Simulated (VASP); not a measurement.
Crystal: Os.

```xyz
1
Lattice="-1.5183 1.5183 1.5183 1.5183 -1.5183 1.5183 1.5183 1.5183 -1.5183" Properties=species:S:1:pos:R:3 pbc="T T T"
Os    0.0000    0.0000    0.0000
```

This isn't the form of Os at room conditions, which is hcp.

| Property | Result |
| --- | --- |
| Program | VASP 6.6.1 |
| Task | relaxation of cell and atoms |
| Functional | LDA |
| Potentials or basis | VASP PAW LDA potentials, release 64 (Os) |
| Cutoff | 600 eV |
| k mesh | 20 × 20 × 20 |
| Occupations | gaussian, width 0.1 eV |
| Spin | no spin polarisation |

At the start: pressure 5.6 GPa; volume 14.00 Å³/atom.

Question: How do energy, volume and symmetry change on relaxing?

Answer: Over 4 steps the energy falls by 3.2 meV/atom and the volume is 14.19 Å³/atom (+1.3 %); space group Im-3m (No. 229, to 0.05 Å).

The path:
```csv
step,energy change (eV),largest force (eV/Å),pressure (GPa),volume (Å³)
1,0.0000,0.0000,5.59,14.00
2,0.0514,0.0000,-20.06,15.01
3,-0.0032,0.0000,-0.17,14.19
4,-0.0032,0.0000,0.00,14.19
```

Final structure:
```
Os
1.0
    -1.52502    1.52502    1.52502
     1.52502   -1.52502    1.52502
     1.52502    1.52502   -1.52502
Os
1
Direct
  0.00000 0.00000 0.00000
```
